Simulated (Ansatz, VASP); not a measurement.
Two plane-wave programs on As2Se

```
As Se
1.0
     0.00000    4.41710    4.41710
     4.41710    0.00000    4.41710
     4.41710    4.41710    0.00000
As Se
4 2
Direct
  0.12500 0.62500 0.62500
  0.62500 0.62500 0.62500
  0.62500 0.62500 0.12500
  0.62500 0.12500 0.62500
  0.00000 0.00000 0.00000
  0.25000 0.25000 0.25000
```

Change from the starting cell: species swapped into the ZrIr2 type (Fd-3m, No. 227).

Alike in both runs: task single point; functional PBE; k mesh 4 × 4 × 4; occupations gaussian, width 0.1 eV; no spin polarisation.

|  | VASP | Ansatz |
| --- | --- | --- |
| version | VASP 6.6.1 | Ansatz 0.2.0 |
| potentials or method | VASP PAW PBE potentials, release 64 (As, Se) | scalar-relativistic, plane waves, PAW |
| plane-wave cutoff (eV) | 520 | 420 |
| valence electrons in the cell | 32 | 92 |

|  | VASP | Ansatz | Ansatz less VASP |
| --- | --- | --- | --- |
| gap on the k mesh at the Fermi level (eV) | none | none | - |
| pressure (GPa) | -11.2 | -11.2 | +0.02 |

A gap of «none» marks a metal or a gap that the smearing closes. The functional is the same, so the differences come from potentials, cutoffs and numerics. The two sets of potentials don't hold the same shells in valence.
